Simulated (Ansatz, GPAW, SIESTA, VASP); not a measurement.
**Mg3Te: programs and potentials compared**

```
Te Mg
1.0
    -2.13936    2.13936    5.28249
     2.13936   -2.13936    5.28249
     2.13936    2.13936   -5.28249
Te Mg
1 3
Direct
  0.00000 0.00000 0.00000
  0.25000 0.75000 0.50000
  0.75000 0.25000 0.50000
  0.50000 0.50000 0.00000
```

The cell comes from a database or a generator and needn't be the stable form of this composition.

Alike in all runs: task single point; functional PBEsol; k mesh 9 × 9 × 9; occupations fermi-dirac, width 0.05 eV; no spin polarisation; no spin-orbit coupling. Pressure is positive in compression and, in plane waves, holds the error of the finite cutoff.

```csv
program and potentials,plane-wave cutoff (eV),notes,pressure (GPa)
"SIESTA, files PseudoDojo sr-pbesol-0.4.1-standard, DZP (energy shift 0.003 Ry; two zetas on semicore shells)",-,atomic basis; 11.5 valence electrons an atom on average,0.13
"Ansatz, all-electron LAPW, scalar-relativistic",-,-,-1.05
"GPAW, PAW data sets generated for this functional",800,9 valence electrons an atom on average,?
"VASP, PBE PAW files Mg, Te, 520 eV",520,potentials made for PBE; 3 valence electrons an atom on average,-1.09
```

Estimate from the other rows what the run with GPAW, PAW data sets generated for this functional gave.

Pressure -1.11 GPa. The other rows, which needn't bracket it: pressure -1.09 to 0.13.
